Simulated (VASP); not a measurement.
Output of a VASP run:

File OUTCAR:
```
 ion  position               nearest neighbor table
   1  0.000  0.000  0.000-   2 2.49   2 2.49   2 2.49   2 2.49
   2  0.250  0.250  0.250-   1 2.49   1 2.49   1 2.49   1 2.49
  LATTYP: Found a face centered cubic cell.
 ALAT       =     5.7441336418
 Subroutine PRICEL returns:
 Original cell was already a primitive cell.
 Subroutine GETGRP returns: Found 24 space group operations
The static configuration has the point symmetry T_d .
The dynamic configuration has the point symmetry T_d .
 Subroutine INISYM returns: Found 24 space group operations
 Subroutine IBZKPT returns following result:
 Found     47 irreducible k-points:

 Following reciprocal coordinates:
            Coordinates               Weight
  0.000000  0.000000  0.000000      1.000000
  0.100000  0.000000  0.000000      8.000000
  0.200000  0.000000  0.000000      8.000000
  0.300000  0.000000  0.000000      8.000000
  0.400000  0.000000  0.000000      8.000000
  0.500000  0.000000  0.000000      4.000000
  0.100000  0.100000  0.000000      6.000000
  0.200000  0.100000  0.000000     24.000000
  0.300000  0.100000  0.000000     24.000000
  0.400000  0.100000  0.000000     24.000000
  0.500000  0.100000  0.000000     24.000000
 -0.400000  0.100000  0.000000     24.000000
 -0.300000  0.100000  0.000000     24.000000
 -0.200000  0.100000  0.000000     24.000000
 -0.100000  0.100000  0.000000     12.000000
  0.200000  0.200000  0.000000      6.000000
  0.300000  0.200000  0.000000     24.000000
  0.400000  0.200000  0.000000     24.000000
  0.500000  0.200000  0.000000     24.000000
 -0.400000  0.200000  0.000000     24.000000
 -0.300000  0.200000  0.000000     24.000000
 -0.200000  0.200000  0.000000     12.000000
  0.300000  0.300000  0.000000      6.000000
  0.400000  0.300000  0.000000     24.000000
  0.500000  0.300000  0.000000     24.000000
 -0.400000  0.300000  0.000000     24.000000
 -0.300000  0.300000  0.000000     12.000000
  0.400000  0.400000  0.000000      6.000000
  0.500000  0.400000  0.000000     24.000000
 -0.400000  0.400000  0.000000     12.000000
  0.500000  0.500000  0.000000      3.000000
  0.300000  0.200000  0.100000     24.000000
  0.400000  0.200000  0.100000     48.000000
  0.500000  0.200000  0.100000     48.000000
 -0.400000  0.200000  0.100000     24.000000
  0.400000  0.300000  0.100000     24.000000
  0.500000  0.300000  0.100000     48.000000
 -0.400000  0.300000  0.100000     48.000000
 -0.300000  0.300000  0.100000     48.000000
 -0.200000  0.300000  0.100000     24.000000
   k-points           NKPTS =     47   k-points in BZ     NKDIM =     47   number of bands    NBANDS=     12
   number of dos      NEDOS =    301   number of ions     NIONS =      2
   total plane-waves  NPLWV =  21952
   dimension x,y,z NGX =    28 NGY =   28 NGZ =   28
   dimension x,y,z NGXF=    56 NGYF=   56 NGZF=   56
   ions per type =               1   1
   PREC   = accura    normal or accurate (medium, high low for compatibility)
   ISTART =      0    job   : 0-new  1-cont  2-samecut
   ICHARG =      2    charge: 1-file 2-atom 10-const
   ISPIN  =      1    spin polarized calculation?
   LNONCOLLINEAR =      F non collinear calculations
   LSORBIT =      F    spin-orbit coupling
   INIWAV =      1    electr: 0-lowe 1-rand  2-diag
   ENCUT  =  400.0 eV  29.40 Ry    5.42 a.u.   6.62  6.62  6.62*2*pi/ulx,y,z
   NELM   =    100;   NELMIN=  2; NELMDL= -5     # of ELM steps
   EDIFF  = 0.1E-05   stopping-criterion for ELM
   LREAL  =      F    real-space projection
   NLSPLINE    = F    spline interpolate recip. space projectors
   LMAXMIX     =    6 max onsite mixed and CHGCAR
   VOSKOWN=      0    Vosko Wilk Nusair interpolation
   EDIFFG = -.1E-01   stopping-criterion for IOM
   NSW    =     60    number of steps for IOM
   NBLOCK =      1;   KBLOCK =     60    inner block; outer block
   IBRION =      2    ionic relax: 0-MD 1-quasi-New 2-CG
...
```

**OSZICAR**
```
       N       E                     dE             d eps       ncg     rms          rms(c)
DAV:   1     0.745989455825E+02    0.74599E+02   -0.75030E+03  1160   0.111E+03
DAV:   2    -0.106552465709E+02   -0.85254E+02   -0.82119E+02  1288   0.278E+02
DAV:   3    -0.135791335014E+02   -0.29239E+01   -0.27239E+01  1500   0.452E+01
DAV:   4    -0.136337299030E+02   -0.54596E-01   -0.54490E-01  1248   0.618E+00
DAV:   5    -0.136347921450E+02   -0.10622E-02   -0.10620E-02  1464   0.894E-01    0.118E+01
DAV:   6    -0.126725665544E+02    0.96223E+00   -0.55694E+00  1192   0.172E+01    0.216E+00
DAV:   7    -0.126481880761E+02    0.24378E-01   -0.15528E-01  1232   0.337E+00    0.162E+00
DAV:   8    -0.126410713399E+02    0.71167E-02   -0.86517E-03  1300   0.845E-01    0.275E-01
DAV:   9    -0.126409067967E+02    0.16454E-03   -0.85720E-04  1340   0.258E-01    0.121E-01
DAV:  10    -0.126408968458E+02    0.99509E-05   -0.45236E-05  1272   0.484E-02    0.576E-02
DAV:  11    -0.126408964583E+02    0.38751E-06   -0.25110E-05  1304   0.337E-02    0.103E-02
DAV:  12    -0.126408961512E+02    0.30711E-06   -0.21661E-06  1116   0.101E-02
   1 F= -.12640896E+02 E0= -.12641121E+02  d E =-.126409E+02
```

### OUTCAR
```
------------------------ aborting loop because EDIFF is reached ----------------------------------------
  FORCE on cell =-STRESS in cart. coord.  units (eV):
  Direction    XX          YY          ZZ          XY          YZ          ZX
  --------------------------------------------------------------------------------------
  Total       -0.0011723     -0.0011723     -0.0011723      0.0000000      0.0000000     -0.0000000
  in kB       -0.0396390     -0.0396390     -0.0396390      0.0000000      0.0000000     -0.0000000
  external PRESSURE =      -0.0396390 kB  Pullay stress =       0.0000000 kB
  volume of cell :       47.38
      direct lattice vectors                 reciprocal lattice vectors
     0.000000000  2.872066821  2.872066821    -0.174090657  0.174090657  0.174090657
     2.872066821  0.000000000  2.872066821     0.174090657 -0.174090657  0.174090657
     2.872066821  2.872066821  0.000000000     0.174090657  0.174090657 -0.174090657
 POSITION                                       TOTAL-FORCE (eV/Angst)
 -----------------------------------------------------------------------------------
      0.00000      0.00000      0.00000         0.000000      0.000000     -0.000000
      1.43603      1.43603      1.43603        -0.000000     -0.000000      0.000000
 -----------------------------------------------------------------------------------
    total drift:                               -0.000000     -0.000000     -0.000000
  FREE ENERGIE OF THE ION-ELECTRON SYSTEM (eV)
  ---------------------------------------------------
  free  energy   TOTEN  =       -12.6408961512 eV

  energy  without entropy=      -12.6415702849  energy(sigma->0) =      -12.64112086

 reached required accuracy - stopping structural energy minimisation
```
(Selected blocks of OUTCAR.)

File POSCAR:
```
WAl
1
   -0.0000000000     2.8720668209     2.8720668209
    2.8720668209     0.0000000000     2.8720668209
    2.8720668209     2.8720668209     0.0000000000
W Al
1 1
Direct
  0.0000000000   0.0000000000   0.0000000000
  0.2500000000   0.2500000000   0.2500000000
```

Q: Write an INCAR and KPOINTS that could have produced this output.

A: Several could match; the one computed here: the input of the run itself, PBEsol GGA, plane waves, VASP's PBE PAW potentials (set 64).

**INCAR**
```
SYSTEM = WAl
PREC = Accurate
ENCUT = 400
EDIFF = 1E-6
NELM = 100
ALGO = Normal
LREAL = .FALSE.
LASPH = .TRUE.
ISMEAR = 1
SIGMA = 0.1
GGA = PS
LMAXMIX = 6
LWAVE = .FALSE.
LCHARG = .FALSE.
IBRION = 2
ISIF = 3
NSW = 60
EDIFFG = -0.01
```

### KPOINTS
```
Automatic mesh
0
Gamma
10 10 10
0 0 0
```

POTCAR, in this order: W_sv Al (PBE.64 set). Program: vasp_std.

The structure was generated: WAl was put into the zinc blende type (F-43m), which need not be its known phase. It was relaxed first, which changed the volume by -32 %. The start is the result of an earlier pass. The electron count is odd and the run is not spin-polarised, which forces a metal.
